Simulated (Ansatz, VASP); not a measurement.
# TiO2 (Anatase) in two plane-wave programs, part 2 of 2

Wanted: the spread between two codes on one cell, functional and k mesh. The structure shown is the end of the Ansatz relaxation below.

VASP 6.6.1 and Ansatz 0.2.0.

So far. Step 3 (VASP: single point, LDA, pair 1): The run ends at a pressure of -3.32 GPa, with forces up to 0.044 eV/Å.

## 5. Ansatz: relaxation, LDA

Level of this step: Ansatz beside VASP: Kohn-Sham DFT, plane waves, LDA (Ansatz).

This run makes the geometry at which the two programs are then compared. The cell compared in this pair holds 67.36 Å³, against 66.86 Å³ for the pair before.

The structure compared here is the end of the Ansatz relaxation.

Contents of input.yaml:

```yaml
crystal:
  lattice:
    - [-1.9260276998, 1.9260276998, 4.5947654932]
    - [1.9260276998, -1.9260276998, 4.5947654932]
    - [1.9260276998, 1.9260276998, -4.5947654932]
  atoms:
    - { symbol: O, position: [0.2118083534, 0.2118083534, 0.0] }
    - { symbol: O, position: [0.9618083534, 0.4618083534, 0.5] }
    - { symbol: O, position: [0.5381916466, 0.0381916466, 0.5] }
    - { symbol: O, position: [0.7881916466, 0.7881916466, 0.0] }
    - { symbol: Ti, position: [0.0, 0.0, 0.0] }
    - { symbol: Ti, position: [0.75, 0.25, 0.5] }
  conventional_axes: [[0, 1, 1], [1, 0, 1], [1, 1, 0]]
kpoints:
  mp_grid: { grid: [12, 12, 12] }
hamiltonian:
  xc: lda
  pseudopotentials: { kind: paw, azcp: { folder: soft_1 }, xc_functional: pbe }
scf:
  occupations: { method: fixed }
output:
  forces: true
  stress: true
  eigenvalues: true
relax:
  adjacent_minimum: "off"
  f_tol: 0.001
  max_steps: 60
  cell: { stress_tol: 0.01, fix: [a, b, gamma] }
```

Started as:

```console
> ansatz run input.yaml --threads 8 --pin off --max-ram 20480MiB --backend cpu --events-out ev --progress --plain --runs-dir out
```

Numbers of over 12 decimals in the logs are rounded to 6 here.

The program printed:

```text
[...]
Crystal: 6 atoms, lattice volume = 68.179 Å³
Basis set: ecut = 420 eV, 1347 PW (Γ)
Bands: 30, of which v1, the nominal top of the filled ones, is band 24 counted from 1 (23 counted from 0)
Symmetry: 16 space group operations
[...]
k-points: 163 of 1728
[...]
cell:  # Å, volume = 67.3550 Å³
    - [-1.9260276998, 1.9260276998, 4.539259]
    - [1.9260276998, -1.9260276998, 4.539259]
    - [1.9260276998, 1.9260276998, -4.539259]
  atoms:
    - { symbol: O, position: [0.213391, 0.213391, 0] }
    - { symbol: O, position: [0.963391, 0.463391, 0.500000] }
    - { symbol: O, position: [0.536609, 0.036609, 0.5] }
    - { symbol: O, position: [0.786609, 0.786609, 0] }
    - { symbol: Ti, position: [0, 0, 0] }
    - { symbol: Ti, position: [0.750000, 0.250000, 0.5] }
[key lines of the parts left out:]
SCF converged after 6 iterations
Free energy (F): -7130.372091 eV
Fermi energy:    7.030910 eV
P = ⅓ Tr σ = -6.3342 GPa (-63.342 kbar)
```

## 6. VASP: single point, LDA, pair 2

The same cell, functional (in two slightly different forms) and mesh now go to VASP, with its own data sets.

Contents of INCAR:

```
SYSTEM = TiO2
PREC = Accurate
ENCUT = 600
EDIFF = 1E-06
NELM = 120
ISMEAR = 0
SIGMA = 0.01
LREAL = .FALSE.
ALGO = Normal
GGA = CA
NBANDS = 30
LASPH = .TRUE.
LORBIT = 11
LWAVE = .FALSE.
LCHARG = .FALSE.
ISIF = 2
GGA_COMPAT = .FALSE.
EFERMI = MIDGAP
KPAR = 2
```

Contents of POSCAR:

```
TiO2
1.0
   -1.9260276998      1.9260276998      4.5392585365
    1.9260276998     -1.9260276998      4.5392585365
    1.9260276998      1.9260276998     -4.5392585365
O Ti
4 2
Direct
    0.2133911957      0.2133911957      0.0000000000
    0.9633911957      0.4633911957      0.5000000000
    0.5366088043      0.0366088043      0.5000000000
    0.7866088043      0.7866088043      0.0000000000
    0.0000000000      0.0000000000      0.0000000000
    0.7500000000      0.2500000000      0.5000000000
```

Contents of KPOINTS:

```
Automatic mesh
0
Gamma
12 12 12
0 0 0
```

Potentials, in the order of the species: O and Ti_sv (LDA family, release 64).

Started as:

```console
> mpirun -np 2 vasp_std
```

The program printed:

```text
[... set-up lines as in an earlier step ...]
 entering main loop
       N       E                     dE             d eps       ncg     rms          rms(c)
DAV:   1     0.703315983388E+03    0.70332E+03   -0.26799E+04  9780   0.204E+03
DAV:   2     0.460851326935E+02   -0.65723E+03   -0.62527E+03 10380   0.577E+02
DAV:   3    -0.698515730829E+02   -0.11594E+03   -0.11313E+03 14574   0.213E+02
DAV:   4    -0.750813665511E+02   -0.52298E+01   -0.52234E+01 13810   0.470E+01
[...]
DAV:  13    -0.587449568827E+02    0.49049E-04   -0.35190E-04 12278   0.201E-01    0.963E-03
DAV:  14    -0.587449579113E+02   -0.10286E-05   -0.14955E-05 13466   0.375E-02    0.507E-03
DAV:  15    -0.587449575633E+02    0.34798E-06   -0.91441E-07  5692   0.930E-03
   1 F= -.58744958E+02 E0= -.58744958E+02  d E =0.000000E+00
```

OUTCAR, selected parts (step 6):

```text
  Total       -3.6939938     -3.6939938      0.4332410      0.0000000      0.0000000      0.0000000
  in kB      -87.8692202    -87.8692202     10.3055265      0.0000000      0.0000000      0.0000000
  external PRESSURE =     -55.1443046 kB  Pullay stress =       0.0000000 kB

 POSITION                                       TOTAL-FORCE (eV/Angst)
 -----------------------------------------------------------------------------------
      0.00000      0.00000      1.93728         0.000000      0.000000      0.049029
      0.00000      1.92603      4.20690         0.000000      0.000000      0.049029
      0.00000      1.92603      0.33235        -0.000000     -0.000000     -0.049029
      0.00000      0.00000      7.14124        -0.000000     -0.000000     -0.049029
      0.00000      0.00000      0.00000         0.000000      0.000000     -0.000000
      0.00000      1.92603      2.26963         0.000000      0.000000     -0.000000
 -----------------------------------------------------------------------------------
    total drift:                                0.000000      0.000000     -0.000000

  FREE ENERGIE OF THE ION-ELECTRON SYSTEM (eV)
  ---------------------------------------------------
  free  energy   TOTEN  =       -58.7449575633 eV

  energy  without entropy=      -58.7449575633  energy(sigma->0) =      -58.74495756

[... 1 part as in an earlier step ...]

[... 2 further parts left out ...]
[key lines of the parts left out:]
E-fermi :   4.1053
```

The run ends at a pressure of -5.51 GPa, with forces up to 0.049 eV/Å.

## 7. Comparison

The two programs side by side:

| quantity | Ansatz | VASP | difference |
| --- | --- | --- | --- |
| pressure (GPa) | -6.33 | -5.51 | -0.82 |
| gap on the k mesh (eV) | 1.841 | 1.813 | +0.029 |

Forces (eV/Å; atoms numbered as in POSCAR):

| atom | Ansatz x, y, z | VASP x, y, z |
| --- | --- | --- |
| O1 | 0.000, 0.000, 0.000 | 0.000, 0.000, 0.049 |
| O2 | 0.000, 0.000, 0.000 | 0.000, 0.000, 0.049 |
| O3 | 0.000, 0.000, 0.000 | 0.000, 0.000, -0.049 |
| O4 | 0.000, 0.000, 0.000 | 0.000, 0.000, -0.049 |
| Ti5 | 0.000, 0.000, 0.000 | 0.000, 0.000, 0.000 |
| Ti6 | 0.000, 0.000, 0.000 | 0.000, 0.000, 0.000 |

The forces differ by 23 meV/Å r.m.s., where the r.m.s. force is 0.000 eV/Å in Ansatz and 0.023 eV/Å in VASP: the atoms lie near their places of rest in Ansatz, so a percentage would say little (all taken over all components). A gap on the mesh is an upper bound, since the band edges may lie between its points.

## 8. Ansatz: relaxation, LDA

This run makes the geometry at which the two programs are then compared. The cell compared in this pair holds 67.94 Å³, against 67.36 Å³ for the pair before.

The structure compared here is the end of the Ansatz relaxation.

input.yaml, the sections that differ from step 5:

```yaml
crystal:
  lattice:
    - [-1.9447269979, 1.9447269979, 4.5392585365]
    - [1.9447269979, -1.9447269979, 4.5392585365]
    - [1.9447269979, 1.9447269979, -4.5392585365]
  atoms:
    - { symbol: O, position: [0.2133911957, 0.2133911957, 0.0] }
    - { symbol: O, position: [0.9633911957, 0.4633911957, 0.5] }
    - { symbol: O, position: [0.5366088043, 0.0366088043, 0.5] }
    - { symbol: O, position: [0.7866088043, 0.7866088043, 0.0] }
    - { symbol: Ti, position: [0.0, 0.0, 0.0] }
    - { symbol: Ti, position: [0.75, 0.25, 0.5] }
  conventional_axes: [[0, 1, 1], [1, 0, 1], [1, 1, 0]]
# kpoints, hamiltonian, scf, output, relax: as in step 5
```

Started as:

```console
> ansatz run input.yaml --threads 8 --pin off --max-ram 20480MiB --backend cpu --events-out ev --progress --plain --runs-dir out
```

The program printed:

```text
[...]
Crystal: 6 atoms, lattice volume = 68.669 Å³
Basis set: ecut = 420 eV, 1331 PW (Γ)
Bands: 30, of which v1, the nominal top of the filled ones, is band 24 counted from 1 (23 counted from 0)
Symmetry: 16 space group operations
[...]
k-points: 163 of 1728
[...]
cell:  # Å, volume = 67.9411 Å³
    - [-1.9447269979, 1.9447269979, 4.491126]
    - [1.9447269979, -1.9447269979, 4.491126]
    - [1.9447269979, 1.9447269979, -4.491126]
  atoms:
    - { symbol: O, position: [0.214723, 0.214723, 0] }
    - { symbol: O, position: [0.964723, 0.464723, 0.5] }
    - { symbol: O, position: [0.535277, 0.035277, 0.5] }
    - { symbol: O, position: [0.785277, 0.785277, 0] }
    - { symbol: Ti, position: [0, 0, 0] }
    - { symbol: Ti, position: [0.750000, 0.25, 0.5] }
[key lines of the parts left out:]
SCF converged after 6 iterations
Free energy (F): -7130.281707 eV
Fermi energy:    6.901792 eV
P = ⅓ Tr σ = -8.4389 GPa (-84.389 kbar)
```

## 9. VASP: single point, LDA, pair 3

The same cell, functional (in two slightly different forms) and mesh now go to VASP, with its own data sets.

INCAR is that of step 6.

Contents of POSCAR:

```
TiO2
1.0
   -1.9447269979      1.9447269979      4.4911264073
    1.9447269979     -1.9447269979      4.4911264073
    1.9447269979      1.9447269979     -4.4911264073
O Ti
4 2
Direct
    0.2147233933      0.2147233933      0.0000000000
    0.9647233933      0.4647233933      0.5000000000
    0.5352766067      0.0352766067      0.5000000000
    0.7852766067      0.7852766067      0.0000000000
    0.0000000000      0.0000000000      0.0000000000
    0.7500000000      0.2500000000      0.5000000000
```

KPOINTS is that of step 6.

Started as:

```console
> mpirun -np 2 vasp_std
```

The program printed:

```text
[... set-up lines as in an earlier step ...]
 entering main loop
       N       E                     dE             d eps       ncg     rms          rms(c)
DAV:   1     0.699520461544E+03    0.69952E+03   -0.26840E+04  9780   0.204E+03
DAV:   2     0.450168785836E+02   -0.65450E+03   -0.62229E+03 10356   0.576E+02
DAV:   3    -0.698530943700E+02   -0.11487E+03   -0.11186E+03 14676   0.212E+02
DAV:   4    -0.750356743248E+02   -0.51826E+01   -0.51763E+01 13750   0.467E+01
[...]
DAV:  13    -0.586593249800E+02    0.26284E-04   -0.25812E-04 12572   0.164E-01    0.761E-03
DAV:  14    -0.586593246545E+02    0.32558E-06   -0.15930E-05 12242   0.446E-02    0.458E-03
DAV:  15    -0.586593244594E+02    0.19508E-06   -0.10156E-06  6258   0.105E-02
   1 F= -.58659324E+02 E0= -.58659324E+02  d E =0.000000E+00
```

OUTCAR, selected parts (step 9):

```text
  Total       -5.0886783     -5.0886783      0.4582246      0.0000000      0.0000000      0.0000000
  in kB     -120.0004913   -120.0004913     10.8057875      0.0000000      0.0000000      0.0000000
  external PRESSURE =     -76.3983984 kB  Pullay stress =       0.0000000 kB

 POSITION                                       TOTAL-FORCE (eV/Angst)
 -----------------------------------------------------------------------------------
      0.00000      0.00000      1.92870        -0.000000      0.000000      0.053673
      0.00000      1.94473      4.17426         0.000000     -0.000000      0.053673
      0.00000      1.94473      0.31686         0.000000     -0.000000     -0.053673
      0.00000      0.00000      7.05355        -0.000000      0.000000     -0.053673
      0.00000      0.00000      0.00000         0.000000      0.000000     -0.000000
      0.00000      1.94473      2.24556         0.000000      0.000000     -0.000000
 -----------------------------------------------------------------------------------
    total drift:                                0.000000      0.000000     -0.000000

  FREE ENERGIE OF THE ION-ELECTRON SYSTEM (eV)
  ---------------------------------------------------
  free  energy   TOTEN  =       -58.6593244594 eV

  energy  without entropy=      -58.6593244594  energy(sigma->0) =      -58.65932446

[... 1 part as in an earlier step ...]

[... 2 further parts left out ...]
[key lines of the parts left out:]
E-fermi :   3.9812
```

The run ends at a pressure of -7.64 GPa, with forces up to 0.054 eV/Å.

## 10. Comparison

Compared:

| quantity | Ansatz | VASP | difference |
| --- | --- | --- | --- |
| pressure (GPa) | -8.44 | -7.64 | -0.80 |
| gap on the k mesh (eV) | 1.784 | 1.756 | +0.029 |

Forces (eV/Å; atoms numbered as in POSCAR):

| atom | Ansatz x, y, z | VASP x, y, z |
| --- | --- | --- |
| O1 | 0.000, 0.000, 0.000 | 0.000, 0.000, 0.054 |
| O2 | 0.000, 0.000, 0.000 | 0.000, 0.000, 0.054 |
| O3 | 0.000, 0.000, 0.000 | 0.000, 0.000, -0.054 |
| O4 | 0.000, 0.000, 0.000 | 0.000, 0.000, -0.054 |
| Ti5 | 0.000, 0.000, 0.000 | 0.000, 0.000, 0.000 |
| Ti6 | 0.000, 0.000, 0.000 | 0.000, 0.000, 0.000 |

The forces differ by 25 meV/Å r.m.s., where the r.m.s. force is 0.000 eV/Å in Ansatz and 0.025 eV/Å in VASP: the atoms lie near their places of rest in Ansatz, so a percentage would say little (all taken over all components). A gap on the mesh is an upper bound, since the band edges may lie between its points.

## 11. What came out

```yaml
r_m_s_force_difference_single_point_lda_pair_1: 21 meV/Å
difference_in_pressure_single_point_lda_pair_1: -0.87 GPa
r_m_s_force_difference_single_point_lda_pair_2: 23 meV/Å
difference_in_pressure_single_point_lda_pair_2: -0.82 GPa
r_m_s_force_difference_single_point_lda_pair_3: 25 meV/Å
difference_in_pressure_single_point_lda_pair_3: -0.80 GPa
```

**Reading.** The r.m.s. force difference is 25 meV/Å (single point, LDA, pair 3), beyond the 12 meV/Å picked in this series as the mark of a large difference. What causes the difference of the single point, LDA, pair 1 pair stays open here. What causes the difference of the single point, LDA, pair 2 pair stays open here. What causes the difference of the single point, LDA, pair 3 pair stays open here. 5 further runs of this series are not shown here. How closely two codes agree says nothing of how well the functional describes the real material.

[Lines on the potential files, build, host, timing and source positions are cut from VASP's logs without a mark.]

[Logs are printed without paths, hosts, clocks, repeated set-up lines and the standing remarks that a program may print on its own settings, such as how far it seeks lower states.]

[Hosts, paths, dates, database ids (printed as entryN), source tags and the programs' standing remarks are cut or masked in the printed files.]
